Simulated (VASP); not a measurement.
Consider the following.

```yaml
crystal:
  lattice:
    - [1.82949, -3.16876, 0.00000]
    - [1.82949, 3.16876, 0.00000]
    - [0.00000, 0.00000, 11.70644]
  atoms:
    - { symbol: La, position: [0.00000, 0.00000, 0.50000] }
    - { symbol: La, position: [0.00000, 0.00000, 0.00000] }
    - { symbol: La, position: [0.33333, 0.66667, 0.25000] }
    - { symbol: La, position: [0.66667, 0.33333, 0.75000] }
```

Method: PBEsol GGA, VASP's PBE PAW potentials (set 64) (plane waves; VASP). Run with 480 eV cut-off, 10×10×4 Γ-centred mesh, first-order Methfessel-Paxton smearing of 0.10 eV, potentials La.

Each row applies one change to this cell, which was relaxed at other settings and keeps the small stress of the first row; at a fixed cut-off the stress holds a Pulay part, so it need not integrate to ΔE exactly. Stress is in GPa, positive when the cell is compressed.

```json
[
 {"change": "none", "ΔE (meV/atom)": "0.0", "σxx": "0.21", "σyy": "0.21", "σzz": "0.06", "largest shear component, with its sign (GPa)": "0.00", "largest force (eV/Å)": "0.000"},
 {"change": "isotropic strain of +4.0 %", "ΔE (meV/atom)": "?", "σxx": "?", "σyy": "?", "σzz": "?", "largest shear component, with its sign (GPa)": "?", "largest force (eV/Å)": "?"},
 {"change": "atom 2 (La) moved by -0.150 Å along z", "ΔE (meV/atom)": "5.6", "σxx": "0.22", "σyy": "0.22", "σzz": "0.23", "largest shear component, with its sign (GPa)": "0.00", "largest force (eV/Å)": "0.312"},
 {"change": "biaxial strain of -1.0 % in the xy plane", "ΔE (meV/atom)": "?", "σxx": "?", "σyy": "?", "σzz": "?", "largest shear component, with its sign (GPa)": "?", "largest force (eV/Å)": "?"},
 {"change": "atom 1 (La) moved by 0.150 Å along z", "ΔE (meV/atom)": "5.6", "σxx": "0.22", "σyy": "0.22", "σzz": "0.23", "largest shear component, with its sign (GPa)": "0.00", "largest force (eV/Å)": "0.313"}
]
```

Problem. Fill in the missing entries.

Solution. 
- biaxial strain of -1.0 % in the xy plane, ΔE (meV/atom): 2.3
- biaxial strain of -1.0 % in the xy plane, σxx: 0.87
- biaxial strain of -1.0 % in the xy plane, σyy: 0.87
- biaxial strain of -1.0 % in the xy plane, σzz: 0.34
- biaxial strain of -1.0 % in the xy plane, largest shear component, with its sign (GPa): 0.00
- biaxial strain of -1.0 % in the xy plane, largest force (eV/Å): 0.000
- isotropic strain of +4.0 %, ΔE (meV/atom): 33.6
- isotropic strain of +4.0 %, σxx: -2.56
- isotropic strain of +4.0 %, σyy: -2.56
- isotropic strain of +4.0 %, σzz: -2.66
- isotropic strain of +4.0 %, largest shear component, with its sign (GPa): 0.00
- isotropic strain of +4.0 %, largest force (eV/Å): 0.000

Failed runs are left out, and for metals the shear rows, which the mesh's noise covers.

The compound is La in the dhcp structure.
